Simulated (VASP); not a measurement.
The system is Ba2Tl5V3O12.

```xyz
22
Lattice="4.2370 2.4462 6.1284 -4.2370 2.4462 6.1284 0.0000 -4.8924 6.1284" Properties=species:S:1:pos:R:3 pbc="T T T"
Ba    0.0000    0.0000    9.1926
Ba    0.0000    0.0000    0.0000
V     0.0000    2.4462    6.1284
V    -2.1185   -1.2231    6.1284
V     2.1185   -1.2231    6.1284
Tl    0.0000   -2.4462    3.0642
Tl    2.1185    1.2231    3.0642
Tl   -2.1185    1.2231    3.0642
Tl    0.0000    0.0000   13.6133
Tl    0.0000    0.0000    4.7719
O     2.6932   -0.0671    7.4143
O    -1.2885    2.3659    7.4143
O    -1.4047   -2.2988    7.4143
O    -1.4047    2.2988   10.9708
O     2.6932    0.0671   10.9708
O    -1.2884   -2.3659   10.9708
O    -2.6932    0.0671   10.9708
O     1.2884   -2.3659   10.9708
O     1.4047    2.2988   10.9708
O     1.4047   -2.2988    7.4143
O    -2.6932   -0.0671    7.4143
O     1.2885    2.3659    7.4143
```

The cell was built by a generator and needn't be a form met in nature.

```yaml
Program: VASP 6.6.1
Task: relaxation of cell and atoms
Functional: RPBE
Potentials_or_basis: VASP PAW PBE potentials, release 64 (Ba_sv, V_sv, Tl_d, O)
Cutoff: 600 eV
k_mesh: 4 × 4 × 4
Occupations: fermi-dirac, width 0.05 eV
Spin: collinear spin, ferromagnetic start
Starting_moments: "[0.0, 0.0, 2.0, 2.0, 2.0, 0.0, 0.0, 0.0, 0.0, 0.0, 0.0, 0.0, 0.0, 0.0, 0.0, 0.0, 0.0, 0.0, 0.0, 0.0, 0.0, 0.0] μB"
```

At the start: pressure 3.4 GPa; volume 17.32 Å³/atom.

How do energy, volume and symmetry change on relaxing?

Over 12 steps the energy falls by 9.1 meV/atom and the volume is 18.42 Å³/atom (+6.4 %); space group R-3m (No. 166, to 0.05 Å); moment 1.03 μB per cell.

The path:
| step | energy change (eV) | largest force (eV/Å) | pressure (GPa) | volume (Å³) |
| --- | --- | --- | --- | --- |
| 1 | 0.0000 | 0.1872 | 3.35 | 381.11 |
| 2 | -0.0605 | 0.6600 | -1.65 | 401.45 |
| 3 | -0.1237 | 0.3241 | 0.29 | 392.71 |
| 4 | -0.1725 | 0.1748 | 0.17 | 397.48 |
| 5 | -0.1913 | 0.0746 | 0.11 | 402.58 |
| 6 | -0.1915 | 0.0760 | 0.11 | 402.99 |
| 7 | -0.1963 | 0.0547 | -0.10 | 404.63 |
| 8 | -0.1967 | 0.0619 | -0.21 | 405.44 |
| 9 | -0.1978 | 0.0671 | 0.14 | 405.03 |
| 10 | -0.1982 | 0.0444 | 0.02 | 405.17 |
| 11 | -0.1994 | 0.0266 | 0.01 | 405.24 |
| 12 | -0.1999 | 0.0145 | 0.00 | 405.32 |

Final structure:
```
Ba V Tl O
1.0
     4.32833    2.49896    6.24553
    -4.32833    2.49896    6.24553
     0.00000   -4.99793    6.24553
Ba V Tl O
2 3 5 12
Direct
  0.50000 0.50000 0.50000
  0.00000 0.00000 0.00000
  0.50000 0.50000 0.00000
  0.00000 0.50000 0.50000
  0.50000 0.00000 0.50000
  0.00000 0.00000 0.50000
  0.50000 0.00000 0.00000
  0.00000 0.50000 0.00000
  0.73982 0.73982 0.73982
  0.26018 0.26018 0.26018
  0.71425 0.07787 0.41473
  0.41473 0.71425 0.07787
  0.07787 0.41473 0.71425
  0.58527 0.92212 0.28574
  0.92212 0.28574 0.58527
  0.28574 0.58527 0.92212
  0.28574 0.92212 0.58527
  0.58527 0.28574 0.92212
  0.92212 0.58527 0.28574
  0.41473 0.07787 0.71425
  0.07787 0.71425 0.41473
  0.71425 0.41473 0.07787
```

Caveat: the PAW data sets were made with another functional, which shifts forces and pressure a little.
